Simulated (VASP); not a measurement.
A cell of Os (hcp) near equilibrium:

```yaml
crystal:
  lattice:
    - [1.37757, -2.38602, 0.00000]
    - [1.37757, 2.38602, 0.00000]
    - [0.00000, 0.00000, 4.34116]
  atoms:
    - { symbol: Os, position: [0.33333, 0.66667, 0.25000] }
    - { symbol: Os, position: [0.66667, 0.33333, 0.75000] }
```

All values below come from PBE GGA, VASP's PBE PAW potentials (set 64) (plane waves; VASP).

```json
[
 {"run": "as it is", "ΔE (meV/atom)": "0.0", "σxx": "0.11", "σyy": "0.11", "σzz": "0.13", "largest shear component, with its sign (GPa)": "0.00", "largest force (eV/Å)": "0.000"},
 {"run": "after one change", "ΔE (meV/atom)": "15.2", "σxx": "-10.88", "σyy": "-10.88", "σzz": "-11.70", "largest shear component, with its sign (GPa)": "0.00", "largest force (eV/Å)": "0.000"}
]
```
Stress is in GPa, positive when the cell is compressed.

### Question
Which change was made?
A) atom 1 (Os) moved by 0.200 Å along z
B) isotropic strain of +1.0 %
C) atom 1 (Os) moved by 0.050 Å along y
D) isotropic strain of -4.0 %

### Answer
B, isotropic strain of +1.0 %

The compound is Os in the hcp structure.
